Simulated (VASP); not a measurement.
Given:

```xyz
6
Lattice="1.6470 -2.8527 0.0000 1.6470 2.8527 0.0000 0.0000 0.0000 12.9584" Properties=species:S:1:pos:R:3 pbc="T T T"
Mo     1.6470     0.9509     3.2396
Mo     1.6470    -0.9509     9.7188
Se     1.6470     0.9509    11.3919
Se     1.6470    -0.9509     4.9127
Se     1.6470    -0.9509     1.5664
Se     1.6470     0.9509     8.0456
```

These are PBE GGA with D3 dispersion (zero damping), VASP's PBE PAW potentials (set 64) (plane waves; VASP 6.6.1) values and carry that method's errors. Numerical set-up: 520 eV cut-off, Gaussian smearing of 0.050 eV, potentials Mo_sv Se.

Give the energies of bands 17 to 30 at the high-symmetry points, in eV from the valence-band maximum.

```csv
band,Γ,M,K,A,L,H
17,-2.48,-4.57,-4.53,-2.47,-4.17,-4.37
18,-2.46,-3.89,-4.22,-2.47,-4.17,-4.37
19,-2.46,-3.17,-3.73,-2.33,-3.12,-4.04
20,-1.51,-3.07,-3.73,-2.33,-3.12,-4.04
21,-1.51,-2.46,-3.57,-1.48,-2.35,-3.12
22,-1.46,-2.19,-3.57,-1.48,-2.35,-3.12
23,-1.46,-1.16,-2.36,-1.48,-1.10,-2.54
24,-1.08,-1.13,-2.36,-1.48,-1.10,-2.54
25,-0.78,-1.06,-0.47,-0.18,-1.01,-0.38
26,0.00,-0.88,-0.27,-0.18,-1.01,-0.38
27,2.48,1.56,1.17,2.50,1.58,1.17
28,2.48,1.60,1.17,2.50,1.58,1.17
29,2.55,1.82,1.65,2.50,2.00,2.13
30,2.55,2.15,2.67,2.50,2.00,2.13
```

The gap is indirect, 0.82 eV, from the valence maximum at Γ to the conduction minimum at K-Γ at 0.44.

Measured: gap 1.09 eV (computed value off by -0.27 eV), as given by Li et al., (2013), arXiv:1302.0733.

The compound is MoSe2 in the 2H layered structure. It was relaxed first.
